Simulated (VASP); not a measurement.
Consider the following.

```yaml
crystal:
  lattice:
    - [3.71589, 0.00000, 0.00000]
    - [-1.85795, 3.21806, 0.00000]
    - [0.00000, 0.00000, 7.37584]
  atoms:
    - { symbol: N, position: [0.33333, 0.66667, 0.32506] }
    - { symbol: N, position: [0.66667, 0.33333, 0.67494] }
    - { symbol: N, position: [0.66667, 0.33333, 0.82506] }
    - { symbol: N, position: [0.33333, 0.66667, 0.17494] }
```

Method: r2SCAN meta-GGA, VASP's PBE PAW potentials (set 64) (plane waves; VASP 6.6.1). Run with 600 eV cut-off, 6×6×4 Γ-centred mesh, Gaussian smearing of 0.050 eV, potentials N.

Each row applies one change to this cell, which was relaxed at other settings and keeps the small stress of the first row; at a fixed cut-off the stress holds a Pulay part, so it need not integrate to ΔE exactly. Stress is in GPa, positive when the cell is compressed; gaps are those on the k-mesh, and 0.00 means metallic.

| change | ΔE (meV/atom) | σxx | σyy | σzz | largest shear component, with its sign (GPa) | largest force (eV/Å) | gap (eV) |
|---|---|---|---|---|---|---|---|
| none | 0.0 | 0.12 | 0.12 | -0.27 | 0.00 | 0.130 | 7.57 |
| atom 4 (N) moved by 0.100 Å along z | ___ | ___ | ___ | ___ | ___ | ___ | ___ |
| atom 3 (N) moved by 0.100 Å along z | ___ | ___ | ___ | ___ | ___ | ___ | ___ |
| isotropic strain of +1.0 % | 4.3 | 0.06 | 0.06 | -6.95 | 0.00 | 1.808 | 7.50 |
| uniaxial strain of -3.0 % along z | 47.6 | 0.15 | 0.15 | 23.77 | 0.00 | 5.820 | 7.88 |

### Question
Fill in the missing entries.

### Answer

- atom 4 (N) moved by 0.100 Å along z, ΔE (meV/atom): 252.2
- atom 4 (N) moved by 0.100 Å along z, σxx: 0.01
- atom 4 (N) moved by 0.100 Å along z, σyy: 0.01
- atom 4 (N) moved by 0.100 Å along z, σzz: 41.68
- atom 4 (N) moved by 0.100 Å along z, largest shear component, with its sign (GPa): 0.00
- atom 4 (N) moved by 0.100 Å along z, largest force (eV/Å): 22.943
- atom 4 (N) moved by 0.100 Å along z, gap (eV): 7.91
- atom 3 (N) moved by 0.100 Å along z, ΔE (meV/atom): 158.0
- atom 3 (N) moved by 0.100 Å along z, σxx: 0.15
- atom 3 (N) moved by 0.100 Å along z, σyy: 0.15
- atom 3 (N) moved by 0.100 Å along z, σzz: -24.03
- atom 3 (N) moved by 0.100 Å along z, largest shear component, with its sign (GPa): 0.00
- atom 3 (N) moved by 0.100 Å along z, largest force (eV/Å): 11.023
- atom 3 (N) moved by 0.100 Å along z, gap (eV): 6.71

Failed runs are left out, and for metals the shear rows, which the mesh's noise covers.

The structure comes from a computed database's N entry (P6_3/mmc); how it stands against other phases isn't given here.
